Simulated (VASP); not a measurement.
All values below come from HSE06 screened hybrid, VASP's PBE PAW potentials (set 64) (plane waves; VASP).

A VASP calculation is set up with these files.

### POSCAR
```
B32N31
1
    7.2488848260     0.0000000000     0.0000000000
    0.0000000000     7.2488848260     0.0000000000
    0.0000000000     0.0000000000     7.2488848260
B N
32 31
Direct
  0.4990049128   0.9990639507   0.9988291894
  0.7497606691   0.2502322270   0.9993835748
  0.7497495688   0.9995633556   0.2500287728
  0.0002980526   0.9996904856   0.9994885323
  0.2494849449   0.2485449974   0.9988295413
  0.5007143269   0.4992534500   0.9993752493
  0.7514718978   0.7504635415   0.9987965824
  0.2495157857   0.9990712649   0.2483230445
  0.4913352030   0.2408583140   0.2406267241
  0.7591030856   0.5086640163   0.2406061485
  0.5007067029   0.9995803573   0.4990550158
  0.7591952633   0.2407749160   0.5084822272
  0.7514988889   0.9990538394   0.7502442702
  0.0009772485   0.5009162315   0.9988122981
  0.2501921563   0.7497390732   0.9994861610
  0.0003786415   0.2502619722   0.2500309357
  0.2500605003   0.4992099432   0.2500075937
  0.5007081852   0.7499320783   0.2500106583
  0.0010102796   0.9990234530   0.5007059012
  0.2501358542   0.2502156531   0.4990520603
  0.4913083546   0.5087081164   0.5084191698
  0.7498153357   0.7499082570   0.4990596569
  0.2502186798   0.9997062213   0.7495272808
  0.5007133968   0.2502282985   0.7497087853
  0.7497775377   0.4992531444   0.7497217950
  0.0009235779   0.7504327775   0.2483357551
  0.0004187553   0.4992373932   0.4990364452
  0.2495245733   0.7504310327   0.5007443303
  0.0009642832   0.2485517503   0.7502502114
  0.2495314375   0.5009127608   0.7502159161
  0.4990716686   0.7504454872   0.7502169766
  0.0003225558   0.7497445969   0.7495200952
  0.6253361445   0.1262792488   0.1260206175
  0.8737351203   0.3746944176   0.1259825513
  0.8737164255   0.1262193270   0.3744661891
  0.1248724232   0.1248424074   0.1246250680
  0.3767414547   0.3748014115   0.1260417920
  0.6251446973   0.6232461231   0.1260159331
  0.8751306397   0.8750488824   0.1246412672
  0.3767849316   0.1262400072   0.3746086542
  0.8736809922   0.6232357641   0.3745802106
  0.6251519207   0.1262432996   0.6230414562
  0.8736963707   0.3748132640   0.6230368725
  0.8751749927   0.1248534447   0.8748659960
  0.1255235036   0.6246239617   0.1246260278
  0.3753330942   0.8744541695   0.1246428397
  0.1252633541   0.3747086877   0.3745350016
  0.3767674264   0.6232765441   0.3744370250
  0.6252550677   0.8747508526   0.3745465738
  0.1255624777   0.1248473412   0.6244329877
  0.3768087990   0.3746772997   0.6230165675
  0.6253761315   0.6232368439   0.6229979174
  0.8751871596   0.8744314428   0.6244292525
  0.3753245892   0.1248571335   0.8742147000
  0.6252399080   0.3747805181   0.8745688555
  0.8751947075   0.6246292665   0.8742051050
  0.1252715466   0.8747378297   0.3745401507
  0.1249299567   0.6246006583   0.6244161224
  0.3753272084   0.8750499917   0.6244048735
  0.1252479425   0.3747482465   0.8744918022
  0.3753317490   0.6246116476   0.8748349679
  0.6252734492   0.8747683195   0.8745100487
  0.1252204918   0.8747346918   0.8745266747
```

### KPOINTS
```
kpoints
0
gamma
1 1 1
0 0 0
```

INCAR:
```
! general
SYSTEM   = B32N31
PREC     = Normal
ENCUT    = 400
LREAL    = Auto
LASPH    = .TRUE.
ISYM     = 0
NELECT   = 250.0

! electronic loop
EDIFF    = 1E-5
NELM     = 50
NELMIN   = 4
ALGO     = Normal

! smearing
ISMEAR   = 0
SIGMA    = 0.05

! functional
GGA      = PE
LHFCALC  = .TRUE.
AEXX     = 0.25
HFSCREEN = 0.2
PRECFOCK = Fast

! ions
ISIF     = 0

! output
LWAVE    = .FALSE.
LCHARG   = .FALSE.
```

POTCAR, in this order: B N (PBE.64 set). Program: vasp_gam. Read from the step before: WAVECAR.

The cell is charged, with a uniform compensating background. The supercell is sampled at Γ alone, which is coarse: total energies, pressure and levels can be off, energies of defects by several tenths of an eV.

**Question.** Estimate the energy per atom (σ→0).

**Answer.** 
```
Property                        Result
---------------------  ---------------
energy per atom (σ→0)  -10.220 eV/atom
```

OSZICAR:
```
...
DAV:   4    -0.643843256685E+03    0.51362E-02   -0.66209E-03   356   0.199E-01    0.547E-01
DAV:   5    -0.643841976552E+03    0.12801E-02   -0.12632E-03   364   0.919E-02    0.307E-01
DAV:   6    -0.643841558223E+03    0.41833E-03   -0.27580E-04   343   0.485E-02    0.167E-01
DAV:   7    -0.643841434766E+03    0.12346E-03   -0.91049E-05   343   0.289E-02    0.888E-02
DAV:   8    -0.643841399483E+03    0.35283E-04   -0.20024E-05   215   0.146E-02    0.494E-02
DAV:   9    -0.643841388971E+03    0.10511E-04   -0.69638E-06   212   0.908E-03    0.268E-02
DAV:  10    -0.643841386091E+03    0.28802E-05   -0.17294E-06   199   0.433E-03
   1 F= -.64384139E+03 E0= -.64384139E+03  d E =-.695740E-14
```

The cell is a supercell with a defect, built from BN (zinc blende): vac_N, charge +1. The cell's shape comes from a PBE relaxation. The run is not spin-polarised, so no state with unpaired spins was tried.
